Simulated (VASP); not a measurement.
Given:

```yaml
crystal:
  lattice:
    - [8.53474, 0.00000, 0.00000]
    - [-4.26737, 7.39130, 0.00000]
    - [0.00000, 0.00000, 7.58386]
  atoms:
    - { symbol: Cs, position: [0.33333, 0.66667, 0.75000] }
    - { symbol: Cs, position: [0.66667, 0.33333, 0.25000] }
    - { symbol: Sn, position: [0.00000, 0.00000, 0.00000] }
    - { symbol: Sn, position: [0.00000, 0.00000, 0.50000] }
    - { symbol: I, position: [0.17250, 0.34500, 0.25000] }
    - { symbol: I, position: [0.65500, 0.82750, 0.25000] }
    - { symbol: I, position: [0.17250, 0.82750, 0.25000] }
    - { symbol: I, position: [0.82750, 0.65500, 0.75000] }
    - { symbol: I, position: [0.34500, 0.17250, 0.75000] }
    - { symbol: I, position: [0.82750, 0.17250, 0.75000] }
```

Calculation: r2SCAN meta-GGA, VASP's PBE PAW potentials (set 64) (plane waves; VASP). Numerical set-up: 400 eV cut-off, 4×4×4 Γ-centred mesh, tetrahedra with Blöchl corrections, potentials Cs_sv Sn_d I.

Unless said otherwise, spin-orbit coupling is left out, though it shifts the bands of the heavy elements here.

### Question
What does the run give for the energy per atom (σ→0), band gap (over mesh and band path) with the smallest direct gap where there is one?

### Answer

- band gap (over mesh and band path): 1.84 eV
- smallest direct gap (over mesh and band path): 2.52 eV
- energy per atom (σ→0): -25.731 eV/atom

The structure was generated: CsSnI3 was put into the 2H-BaNiO3 type (P6_3/mmc), which need not be its known phase. It was relaxed first, which changed the volume by -10 %.
